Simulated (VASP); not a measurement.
Consider the following.

```xyz
2
Lattice="0.0000 2.7179 2.7179 2.7179 0.0000 2.7179 2.7179 2.7179 0.0000" Properties=species:S:1:pos:R:3 pbc="T T T"
Si     0.0000     0.0000     0.0000
Si     1.3589     1.3589     1.3589
```

The numbers are results of PBEsol GGA, VASP's PBE PAW potentials (set 64) (plane waves; VASP), not measurements. Run with 520 eV cut-off, Gaussian smearing of 0.050 eV, potentials Si.

Question: Give the energies of bands 2 to 7 at the high-symmetry points, in eV from the valence-band maximum.

Answer: 
```json
[
 {"band": "2", "Γ": "0.00", "X": "-7.82", "U": "-7.23", "L": "-7.00", "W": "-7.65"},
 {"band": "3", "Γ": "0.00", "X": "-2.87", "U": "-4.35", "L": "-1.20", "W": "-3.90"},
 {"band": "4", "Γ": "0.00", "X": "-2.87", "U": "-2.44", "L": "-1.20", "W": "-3.90"},
 {"band": "5", "Γ": "2.52", "X": "0.59", "U": "1.09", "L": "1.46", "W": "4.17"},
 {"band": "6", "Γ": "2.52", "X": "0.59", "U": "4.04", "L": "3.27", "W": "4.17"},
 {"band": "7", "Γ": "2.52", "X": "10.04", "U": "7.41", "L": "3.27", "W": "4.94"}
]
```

The gap is indirect, 0.46 eV, from the valence maximum at Γ to the conduction minimum at Γ-X at 0.86.

Measured: gap 1.23 eV (computed value off by -0.77 eV), as given by Wei Chen et al., Physical Review Materials (2018), doi:10.1103/physrevmaterials.2.073803 [zero-point renormalisation of 0.06 eV added back (the table's ZPR column)].

The compound is Si in the diamond structure. It was relaxed first.
